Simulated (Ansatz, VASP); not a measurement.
# One calculation of Lu2AlN3, two programs

The input INCAR:

```
SYSTEM = Lu2AlN3
PREC = Accurate ; ENCUT = 520
EDIFF = 1E-6 ; ISMEAR = 0
SIGMA = 0.1 ; LREAL = .False.
LASPH = .True. ; NELM = 80
ALGO = Normal ; ISIF = 2
LWAVE = .False. ; LCHARG = .False.
GGA = PE ; NBANDS = 43
```

File KPOINTS:

```
Automatic mesh
0
Gamma
  6 6 4
  0 0 0
```

The input POSCAR:

```
Lu2AlN3
1.0
    4.3699137900      0.0000000000      0.0000000000
   -2.1849569000      3.7844563600      0.0000000000
    0.0000000000      0.0000000000      6.7802690300
Lu Al N
2 1 3
Direct
    0.0000000000      0.0000000000      0.3405718800
    0.0000000000      0.0000000000      0.6594281200
    0.3333333300      0.6666666700      0.0000000000
    0.0000000000      0.0000000000      0.8686020200
    0.0000000000      0.0000000000      0.1313979800
    0.6666666700      0.3333333300      0.5000000000
```

Input for Ansatz:

```yaml
crystal:
  lattice:
    - [4.36991379, 0.0, 0.0]
    - [-2.1849569, 3.78445636, 0.0]
    - [0.0, 0.0, 6.78026903]
  atoms:
    - { symbol: Lu, position: [0.0, 0.0, 0.34057188] }
    - { symbol: Lu, position: [0.0, 0.0, 0.65942812] }
    - { symbol: Al, position: [0.33333333, 0.66666667, 0.0] }
    - { symbol: "N", position: [0.0, 0.0, 0.86860202] }
    - { symbol: "N", position: [0.0, 0.0, 0.13139798] }
    - { symbol: "N", position: [0.66666667, 0.33333333, 0.5] }
basis:
  ecutwfc: 420
kpoints:
  mp_grid: { grid: [6, 6, 4] }
hamiltonian:
  xc: pbe
scf:
  occupations: { method: gaussian, width: 0.1 }
  lower_state_search: "off"
output:
  forces: true
  stress: true
  eigenvalues: true
```

Alike in both runs: task single point; functional PBE; k mesh 6 × 6 × 4; occupations gaussian, width 0.1 eV; no spin polarisation.

```csv
,VASP,Ansatz
version,VASP 6.6.1,Ansatz 0.2.0
potentials or method,"VASP PAW PBE potentials, release 64 (Lu, Al, N)","scalar-relativistic, plane waves, PAW"
plane-wave cutoff (eV),520,420
valence electrons in the cell,68,68
```

|  | VASP | Ansatz | Ansatz less VASP |
| --- | --- | --- | --- |
| gap on the k mesh at the Fermi level (eV) | none | none | - |
| rms of the force components (eV/Å) | 16.570 | 13.210 | -3.3604 |

Atom by atom the forces differ by 3.364 eV/Å (rms over components). A gap of «none» marks a metal or a gap that the smearing closes.

Caveats: forces of over 1 eV/Å show positions far from the minimum, so gaps and moduli don't describe the material at rest. The runs have no spin-orbit coupling, so splittings on Lu are missing.
